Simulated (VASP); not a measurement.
Given:

```
CELL_PARAMETERS angstrom
      0.00000     2.99776     2.99776
      2.99776     0.00000     2.99776
      2.99776     2.99776     0.00000
ATOMIC_POSITIONS crystal
  Cd 0.00000 0.00000 0.00000
  S  0.25000 0.25000 0.25000
```

These are HSE06 screened hybrid, VASP's PBE PAW potentials (set 64) (plane waves; VASP) values and carry that method's errors. Run with 520 eV cut-off, 6×6×6 Γ-centred mesh, Gaussian smearing of 0.050 eV, potentials Cd S.

Task: Predict the energy per atom (σ→0), pressure, band gap (on the k-mesh) with the smallest direct gap where there is one.

Result: 
```yaml
band gap (on the k-mesh): 1.97 eV
smallest direct gap (on the k-mesh): 1.97 eV
energy per atom (σ→0): -3.809 eV/atom
pressure: -2.70 GPa
```

The absolute energy has meaning only against runs of the same code, potentials and settings.

The compound is CdS in the zinc blende structure, a metastable form; wurtzite is the usual one. This cell is one point of a volume scan, at 1.03 of the reference volume. The cell's shape comes from a PBE relaxation.
